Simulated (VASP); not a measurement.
Method: PBE GGA, VASP's PBE PAW potentials (set 64) (plane waves; VASP).

A VASP calculation is set up with these files.

### POSCAR
```
CeBe2
7.3779180
  0.0000000000   0.5000000000   0.5000000000
  0.5000000000   0.0000000000   0.5000000000
  0.5000000000   0.5000000000   0.0000000000
Be Ce
4 2
Cart
  0.1250000000   0.1250000000   0.1250000000
  0.1250000000   0.3750000000   0.3750000000
  0.3750000000   0.1250000000   0.3750000000
  0.3750000000   0.3750000000   0.1250000000
  0.7500000000   0.7500000000   0.7500000000
  0.5000000000   0.5000000000   0.5000000000
```

### KPOINTS
```
Regular mesh
0
Gamma
  5 5 5
0 0 0
```

INCAR:
```
ALGO=Normal
EDIFF=1E-6
ENCUT=300
GGA=PE
ISIF=2
ISMEAR=-1
ISPIN=2
LASPH=.TRUE.
LCHARG=.FALSE.
LMAXMIX=6
LORBIT=11
LREAL=.FALSE.
LWAVE=.FALSE.
MAGMOM=0.0 0.0 0.0 0.0 1.0 1.0
NELM=100
PREC=Accurate
SIGMA=0.1
SYSTEM=CeBe2
```

POTCAR, in this order: Be Ce (PBE.64 set). Program: vasp_std.

Output

File OUTCAR:
```
 ion  position               nearest neighbor table
   1  0.125  0.125  0.125-
   2  0.625  0.125  0.125-
   3  0.125  0.625  0.125-
   4  0.125  0.125  0.625-
   5  0.750  0.750  0.750-
   6  0.500  0.500  0.500-
  LATTYP: Found a face centered cubic cell.
 ALAT       =     7.3779180000
 Subroutine PRICEL returns:
 Original cell was already a primitive cell.
 Subroutine GETGRP returns: Found 48 space group operations
The static configuration has the point symmetry T_d .
 The point group associated with its full space group is O_h .
The dynamic configuration has the point symmetry T_d .
The overall configuration has the point symmetry T_d .
 Subroutine INISYM returns: Found 48 space group operations
 Subroutine IBZKPT returns following result:
 Found     10 irreducible k-points:

 Following reciprocal coordinates:
            Coordinates               Weight
  0.000000  0.000000  0.000000      1.000000
  0.200000  0.000000  0.000000      8.000000
  0.400000  0.000000  0.000000      8.000000
...
```

**OSZICAR**
```
       N       E                     dE             d eps       ncg     rms          rms(c)
DAV:   1     0.263859006522E+03    0.26386E+03   -0.90865E+03   840   0.108E+03
DAV:   2     0.168580120180E+02   -0.24700E+03   -0.24169E+03  1320   0.285E+02
DAV:   3    -0.247468857372E+02   -0.41605E+02   -0.40363E+02  1308   0.133E+02
DAV:   4    -0.269690538600E+02   -0.22222E+01   -0.21280E+01  1568   0.295E+01
DAV:   5    -0.271753643705E+02   -0.20631E+00   -0.19507E+00  1419   0.834E+00    0.125E+01
DAV:   6    -0.317243950705E+02   -0.45490E+01   -0.74909E+01  1257   0.346E+01    0.277E+01
DAV:   7    -0.262583596685E+02    0.54660E+01   -0.82032E+01  1480   0.466E+01    0.846E+00
DAV:   8    -0.262070063307E+02    0.51353E-01   -0.61559E+00  1451   0.136E+01    0.356E+00
DAV:   9    -0.261137862394E+02    0.93220E-01   -0.78446E-01  1438   0.464E+00    0.109E+00
DAV:  10    -0.261066170864E+02    0.71692E-02   -0.11915E-01  1648   0.197E+00    0.695E-01
DAV:  11    -0.261083611628E+02   -0.17441E-02   -0.15735E-02  1462   0.663E-01    0.410E-01
DAV:  12    -0.261090987391E+02   -0.73758E-03   -0.47932E-03  1560   0.309E-01    0.193E-01
DAV:  13    -0.261096823250E+02   -0.58359E-03   -0.25595E-03  1542   0.210E-01    0.190E-01
DAV:  14    -0.261096389323E+02    0.43393E-04   -0.88266E-04  1552   0.116E-01    0.135E-01
DAV:  15    -0.261095192896E+02    0.11964E-03   -0.13086E-03  1488   0.191E-01    0.568E-02
DAV:  16    -0.261095636063E+02   -0.44317E-04   -0.48588E-04  1528   0.635E-02    0.441E-02
DAV:  17    -0.261096102762E+02   -0.46670E-04   -0.37162E-04  1336   0.454E-02    0.468E-02
DAV:  18    -0.261096376352E+02   -0.27359E-04   -0.26880E-04  1192   0.232E-02    0.432E-02
DAV:  19    -0.261096815501E+02   -0.43915E-04   -0.39243E-04  1048   0.206E-02    0.423E-02
DAV:  20    -0.261097177742E+02   -0.36224E-04   -0.47964E-04  1072   0.283E-02    0.468E-02
DAV:  21    -0.261097658490E+02   -0.48075E-04   -0.35323E-04  1150   0.303E-02    0.433E-02
DAV:  22    -0.261097815391E+02   -0.15690E-04   -0.16070E-04   790   0.103E-02    0.442E-02
DAV:  23    -0.261097428841E+02    0.38655E-04   -0.31260E-04  1267   0.785E-02    0.478E-02
DAV:  24    -0.261097412129E+02    0.16712E-05   -0.10696E-04  1233   0.284E-02    0.430E-02
DAV:  25    -0.261097608377E+02   -0.19625E-04   -0.64393E-05  1031   0.236E-02    0.410E-02
DAV:  26    -0.261097876051E+02   -0.26767E-04   -0.10085E-04  1283   0.391E-02    0.395E-02
DAV:  27    -0.261098011197E+02   -0.13515E-04   -0.44723E-05  1176   0.189E-02    0.394E-02
DAV:  28    -0.261098161903E+02   -0.15071E-04   -0.37667E-05  1155   0.241E-02    0.382E-02
DAV:  29    -0.261098275076E+02   -0.11317E-04   -0.30231E-05  1159   0.226E-02    0.375E-02
DAV:  30    -0.261098472790E+02   -0.19771E-04   -0.55454E-05  1379   0.369E-02    0.361E-02
DAV:  31    -0.261098662690E+02   -0.18990E-04   -0.56188E-05  1372   0.333E-02    0.346E-02
DAV:  32    -0.261098925957E+02   -0.26327E-04   -0.11184E-04  1438   0.537E-02    0.300E-02
DAV:  33    -0.261099095432E+02   -0.16948E-04   -0.73631E-05  1390   0.409E-02    0.251E-02
DAV:  34    -0.261099218581E+02   -0.12315E-04   -0.56206E-05  1334   0.361E-02    0.199E-02
DAV:  35    -0.261099236921E+02   -0.18340E-05   -0.11025E-05   885   0.123E-02    0.192E-02
DAV:  36    -0.261099261471E+02   -0.24550E-05   -0.10075E-05   883   0.107E-02    0.174E-02
DAV:  37    -0.261099342273E+02   -0.80802E-05   -0.44450E-05  1254   0.326E-02    0.134E-02
DAV:  38    -0.261099308509E+02    0.33763E-05   -0.20916E-05  1069   0.246E-02    0.162E-02
DAV:  39    -0.261099380436E+02   -0.71927E-05   -0.37987E-05  1206   0.331E-02    0.103E-02
DAV:  40    -0.261099397607E+02   -0.17171E-05   -0.90665E-06   944   0.139E-02    0.881E-03
DAV:  41    -0.261099432686E+02   -0.35078E-05   -0.61936E-05  1462   0.433E-02    0.454E-03
DAV:  42    -0.261099435183E+02   -0.24978E-06   -0.10543E-05  1091   0.190E-02    0.580E-03
DAV:  43    -0.261099443790E+02   -0.86063E-06   -0.76606E-06   876   0.146E-02
   1 F= -.26109944E+02 E0= -.25950801E+02  d E =-.318287E+00  mag=     0.5107
```

**OUTCAR**
```
------------------------ aborting loop because EDIFF is reached ----------------------------------------
  FORCE on cell =-STRESS in cart. coord.  units (eV):
  Direction    XX          YY          ZZ          XY          YZ          ZX
  --------------------------------------------------------------------------------------
  Total       -4.3701216     -4.3701216     -4.3701216      0.0000000      0.0000000      0.0000000
  in kB      -69.7368982    -69.7368982    -69.7368982      0.0000000      0.0000000      0.0000000
  external PRESSURE =     -69.7368982 kB  Pullay stress =       0.0000000 kB
  volume of cell :      100.40
      direct lattice vectors                 reciprocal lattice vectors
     0.000000000  3.688959000  3.688959000    -0.135539593  0.135539593  0.135539593
     3.688959000  0.000000000  3.688959000     0.135539593 -0.135539593  0.135539593
     3.688959000  3.688959000  0.000000000     0.135539593  0.135539593 -0.135539593
 POSITION                                       TOTAL-FORCE (eV/Angst)
 -----------------------------------------------------------------------------------
      0.92224      0.92224      0.92224         0.000000     -0.000000     -0.000000
      0.92224      2.76672      2.76672         0.000000     -0.000000     -0.000000
      2.76672      0.92224      2.76672         0.000000     -0.000000     -0.000000
      2.76672      2.76672      0.92224         0.000000     -0.000000     -0.000000
      5.53344      5.53344      5.53344         0.000000      0.000000      0.000000
      3.68896      3.68896      3.68896        -0.000000     -0.000000     -0.000000
 -----------------------------------------------------------------------------------
    total drift:                                0.000000     -0.000000     -0.000000
  FREE ENERGIE OF THE ION-ELECTRON SYSTEM (eV)
  ---------------------------------------------------
  free  energy   TOTEN  =       -26.1099443790 eV

  energy  without entropy=      -25.7916578682  energy(sigma->0) =      -25.95080112

 total charge

# of ion       s       p       d       f       tot
--------------------------------------------------
    1        0.398   0.489   0.000   0.000   0.887
    2        0.398   0.489   0.000   0.000   0.887
    3        0.398   0.489   0.000   0.000   0.887
    4        0.398   0.489   0.000   0.000   0.887
    5        2.030   5.642   1.096   0.994   9.762
    6        2.030   5.642   1.096   0.994   9.762
--------------------------------------------------
tot          5.651  13.242   2.192   1.987  23.072

 magnetization (x)

# of ion       s       p       d       f       tot
--------------------------------------------------
    1       -0.001   0.000   0.000   0.000  -0.000
    2       -0.001   0.000   0.000   0.000  -0.000
    3       -0.001   0.000   0.000   0.000  -0.000
    4       -0.001   0.000   0.000   0.000  -0.000
    5        0.001  -0.001   0.013   0.220   0.233
    6        0.001  -0.001   0.013   0.220   0.233
--------------------------------------------------
tot         -0.000  -0.001   0.026   0.440   0.465
```
(Selected blocks of OUTCAR.)

At this cut-off the stress carries a Pulay error, which pulls relaxed volumes low.

The structure was generated: CeBe2 was put into an ordered model structure, which need not be its known phase. The cell was not relaxed at this level, and its volume differs by -5.9 % from the start's. VASP warned that the highest band is occupied, so more bands are needed.
